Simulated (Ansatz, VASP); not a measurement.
## One calculation of Al2W2O, two programs

```
CELL_PARAMETERS angstrom
4.54744 0.00000 0.00000
0.00000 4.54744 0.00000
0.00000 0.00000 3.88337
ATOMIC_POSITIONS crystal
Al 0.50000 0.50000 0.00000
Al 0.50000 0.50000 0.50000
W 0.00000 0.50000 0.00000
W 0.50000 0.00000 0.00000
O 0.00000 0.00000 0.00000
```

Alike in both runs: task relaxation of cell and atoms; functional PBE; k mesh 4 × 4 × 4; occupations gaussian, width 0.1 eV; no spin polarisation.

```csv
,VASP,Ansatz
version,VASP 6.6.1,Ansatz 0.2.0
potentials or method,"VASP PAW PBE potentials, release 64 (Al, W_sv, O)","scalar-relativistic, plane waves, PAW"
plane-wave cutoff (eV),600,420
valence electrons in the cell,40,40
```

Ansatz gave:

```
gap on the k mesh at the Fermi level, each at its own relaxed structure (eV) : none
relaxed volume (Å³/atom)                                                     : 19.79
relaxed cell length with the largest relative difference (Å)                 : 4.793
energy change over the relaxation (meV/atom)                                 : -487
```

Question: What did VASP give for the same quantities?

Answer: gap on the k mesh at the Fermi level, each at its own relaxed structure (eV): none; relaxed volume (Å³/atom): 19.73; relaxed cell length with the largest relative difference (Å): 4.775; energy change over the relaxation (meV/atom): -487.

A gap of «none» marks a metal or a gap that the smearing closes.

Caveats: the k mesh is coarse (spacing up to 0.40 Å⁻¹), so the values aren't converged; the volume moved by over 15 % at a fixed basis, so the end points are rough (VASP). The runs have no spin-orbit coupling, so splittings on W are missing.
